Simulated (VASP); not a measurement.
All values below come from PBE GGA, VASP's PBE PAW potentials (set 64) (plane waves; VASP).

VASP input:

### INCAR
```
! general
SYSTEM   =  AuAl2
PREC     =  Accurate
ENCUT    =  300
LREAL    =  .FALSE.
LASPH    =  .TRUE.

! electronic loop
EDIFF    =  1E-6
NELM     =  100
ALGO     =  Normal
LMAXMIX  =  6

! smearing
ISMEAR   =  1
SIGMA    =  0.1

! functional
GGA      =  PE

! ions
ISIF     =  2

! output
LWAVE    =  .FALSE.
LCHARG   =  .FALSE.
```

**POSCAR**
```
AuAl2
1
    0.0000000000     3.0600000000     3.0600000000
    3.0600000000     0.0000000000     3.0600000000
    3.0600000000     3.0600000000     0.0000000000
Al Au
2 1
Direct
  0.2500000000   0.2500000000   0.2500000000
  0.7500000000   0.7500000000   0.7500000000
  0.0000000000   0.0000000000   0.0000000000
```

**KPOINTS**
```
Automatic mesh
0
Gamma
8 8 8
0 0 0
```

POTCAR, in this order: Al Au (PBE.64 set). Program: vasp_std.

At this cut-off the stress carries a Pulay error, which pulls relaxed volumes low. Unless said otherwise, spin-orbit coupling is left out, though it shifts the bands of the heavy elements here.

Predict the energy per atom (σ→0), pressure, band gap (on the k-mesh).

- energy per atom (σ→0) = -4005 meV/atom
- band gap (on the k-mesh) = none (metal, semimetal or under 0.01 eV)
- pressure = -3.25 GPa

### OSZICAR
```
...
DAV:   7    -0.120433260784E+02    0.75212E-01   -0.29627E-01   744   0.622E+00    0.184E+00
DAV:   8    -0.120177627435E+02    0.25563E-01   -0.28761E-02   816   0.125E+00    0.415E-01
DAV:   9    -0.120165691294E+02    0.11936E-02   -0.40287E-03   808   0.753E-01    0.191E-01
DAV:  10    -0.120167264473E+02   -0.15732E-03   -0.26232E-04   740   0.124E-01    0.356E-02
DAV:  11    -0.120167228940E+02    0.35533E-05   -0.79990E-06   848   0.229E-02    0.135E-02
DAV:  12    -0.120167251183E+02   -0.22242E-05   -0.53744E-06   760   0.156E-02    0.357E-03
DAV:  13    -0.120167251759E+02   -0.57674E-07   -0.16103E-07   472   0.385E-03
   1 F= -.12016725E+02 E0= -.12015753E+02  d E =-.291777E-02
```

The compound is AuAl2 in the fluorite structure. The cell was not relaxed at this level. The run is one of a series of settings (ENCUT = 300 against the base run), some of them coarse on purpose. The electron count is odd and the run is not spin-polarised, which forces a metal.
